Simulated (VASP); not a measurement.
Crystal: HPbNO4.

```
CELL_PARAMETERS angstrom
3.85404 0.14384 0.09012
-0.25320 5.52698 0.16471
-0.48197 -1.92720 5.72025
ATOMIC_POSITIONS crystal
H 0.10913 0.65718 0.54463
Pb 0.61029 0.52127 0.15100
N 0.91580 0.96263 0.95867
O 0.01384 0.13639 0.88084
O 0.72398 0.01057 0.12858
O 0.00389 0.73732 0.87043
O 0.11927 0.59324 0.37651
```

The cell was built by a generator and needn't be a form met in nature.

Base run:

* Program: VASP 6.6.1
* Functional: PBE0
* Potentials or basis: VASP PAW PBE potentials, release 64 (H, Pb_d, N, O)
* Cutoff: 520 eV
* k mesh: 4 × 3 × 3
* Occupations: tetrahedron
* Spin: no spin polarisation

Its results: band gap on the k mesh 5.21 eV, indirect (least direct gap 5.33 eV); pressure -2.7 GPa; largest force 1.030 eV/Å.

Q: The run is repeated on the same cell with these changes: functional from PBE0 to r2SCAN0; further incar settings from ALGO = Normal; EDIFF = 1e-07 to ALGO = Normal; EDIFF = 1e-06. What comes out?

A: Band gap on the k mesh 5.47 eV, indirect (least direct gap 5.59 eV); pressure -4.1 GPa; largest force 1.325 eV/Å.

Caveats: the standard files for N, O and F lose accuracy on very short bonds; the PAW data sets were made with another functional, which shifts forces and pressure a little; spin-orbit coupling is left out, which as a rule narrows the gap of such compounds by several tenths of an eV; an odd mesh through Γ misses points on the zone boundary, where band edges often lie.
